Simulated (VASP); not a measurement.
A VASP calculation is set up with these files.

### INCAR
```
GGA  =  PE   ! PBE
ISIF  =  2   ! forces and stress, cell fixed
LREAL  =  .False.
LWAVE  =  .False.
SYSTEM  =  YSi2
ENCUT  =  300   ! plane-wave cut-off (eV)
NELM  =  100   ! most electronic steps
ALGO  =  Normal
PREC  =  Accurate
LMAXMIX  =  4   ! l cut-off of mixed one-centre charges
SIGMA  =  0.272   ! width (eV)
LASPH  =  .True.
ISMEAR  =  0   ! Gaussian
LCHARG  =  .False.
EDIFF  =  1E-6
```

**KPOINTS**
```
Automatic mesh
0
G
4 4 4
```

File POSCAR:
```
YSi2
1
    0.0000000000     4.4746050000     4.6279960000
    2.5980210000     0.0000000000     4.6279960000
    2.5980210000     4.4746050000     0.0000000000
Si Y
4 2
Direct
  0.6635000000   0.3365000000   0.6635000000
  0.3365000000   0.6635000000   0.3365000000
  0.5865000000   0.9135000000   0.5865000000
  0.9135000000   0.5865000000   0.9135000000
  0.0000000000   0.0000000000   0.0000000000
  0.2500000000   0.2500000000   0.2500000000
```

POTCAR, in this order: Si Y_sv (PBE.64 set). Program: vasp_std.

### Question
Write an equivalent input for Ansatz.

### Answer
One equivalent input (not run):
Ansatz 0.2 input:
```yaml
crystal:
  lattice:
    - [0.0000000, 4.4746050, 4.6279960]
    - [2.5980210, 0.0000000, 4.6279960]
    - [2.5980210, 4.4746050, 0.0000000]
  atoms:
    - { symbol: Si, position: [0.6635000, 0.3365000, 0.6635000] }
    - { symbol: Si, position: [0.3365000, 0.6635000, 0.3365000] }
    - { symbol: Si, position: [0.5865000, 0.9135000, 0.5865000] }
    - { symbol: Si, position: [0.9135000, 0.5865000, 0.9135000] }
    - { symbol: Y, position: [0.0000000, 0.0000000, 0.0000000] }
    - { symbol: Y, position: [0.2500000, 0.2500000, 0.2500000] }
kpoints:
  mp_grid: { grid: [4, 4, 4] }
hamiltonian:
  xc: pbe
  pseudopotentials: { kind: paw }
scf:
  occupations: { method: gaussian, width: 0.272 }
  max_iter: 100
output: { forces: true, stress: true, eigenvalues: true }
```
Limits of the translation: each code has its own PAW files, so the cut-off isn't converted (ENCUT is set for VASP's; basis.ecutwfc is left out, and Ansatz then takes the one that its files recommend); Ansatz stops its SCF on the density residual and VASP on the energy change (EDIFF).

The structure was generated: YSi2 was put into an ordered model structure, which need not be its known phase. The cell was not relaxed at this level, and its volume differs by -5.9 % from the start's. The k-mesh is coarse (spacing up to 0.39 per Å, 2π included), so the numbers may not be converged in it.
